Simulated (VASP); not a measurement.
SbW2, 3 atoms in the cell. Symmetry: Fm-3m, No. 225, cubic system. Conventional cell: a = 6.266 Å, b = 6.266 Å, c = 6.266 Å, α = 90.00°, β = 90.00°, γ = 90.00°. Sb (site symmetry m-3m) has 8 W at 2.71 Å as nearest neighbours. W (site symmetry -43m) is surrounded by 4 Sb at 2.71 Å. The cell was built by a generator and needn't be a form met in nature.

```yaml
Program: VASP 6.6.1
Task: band structure
Functional: PBE
Potentials_or_basis: VASP PAW PBE potentials, release 64 (Sb_d_GW, W_sv_GW)
Cutoff: 600 eV
k_mesh: 7 × 7 × 7
Occupations: fermi-dirac, width 0.05 eV
Spin: no spin polarisation
Further_INCAR_settings: ALGO = Normal; EDIFF = 1e-06; NBANDS = 28
```

Potentials or basis: VASP PAW PBE potentials, release 64 (Sb_d_GW, W_sv_GW).

Command:

```console
$ cat potpaw_PBE.64/Sb_d_GW/POTCAR potpaw_PBE.64/W_sv_GW/POTCAR > POTCAR
$ cp INCAR.step1 INCAR
$ cp KPOINTS.step1 KPOINTS
$ mpirun -np 1 vasp_std > vasp.out
$ cp INCAR.step2 INCAR
$ cp KPOINTS.step2 KPOINTS
$ mpirun -np 1 vasp_std > vasp.out
```

Hardware: 1 thread of Intel(R) Xeon(R) 6975P-C (Granite Rapids), on a shared host.

**Question.** How long does it take, and how much memory?

**Answer.** Run time: 2.1 min on 1 thread of Intel(R) Xeon(R) 6975P-C (Granite Rapids), on a shared host, peak memory 0.48 GiB. Counts: scf iterations 10, k points 150.
